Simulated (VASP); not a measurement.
Consider the following.

```yaml
crystal:
  lattice:
    - [0.00000, 3.33761, 3.33761]
    - [3.33761, 0.00000, 3.33761]
    - [3.33761, 3.33761, 0.00000]
  atoms:
    - { symbol: Ag, position: [0.00000, 0.00000, 0.00000] }
    - { symbol: I, position: [0.25000, 0.25000, 0.25000] }
```

All values below come from revPBE GGA, VASP's PBE PAW potentials (set 64) (plane waves; VASP). Settings: 520 eV cut-off, 7×7×7 Γ-centred mesh, Gaussian smearing of 0.050 eV, potentials Ag I.

Unless said otherwise, spin-orbit coupling is left out, though it shifts the bands of the heavy elements here.

### Question
Predict the energy per atom (σ→0), band gap (on the k-mesh) with the smallest direct gap where there is one.

### Answer

```json
{
  "band gap (on the k-mesh)": "1.50 eV",
  "smallest direct gap (on the k-mesh)": "1.50 eV",
  "energy per atom (σ→0)": "-2.107 eV/atom"
}
```

The compound is AgI in the zinc blende structure, whereas wurtzite is the usual form. This cell is one point of a volume scan, at 0.97 of the reference volume.
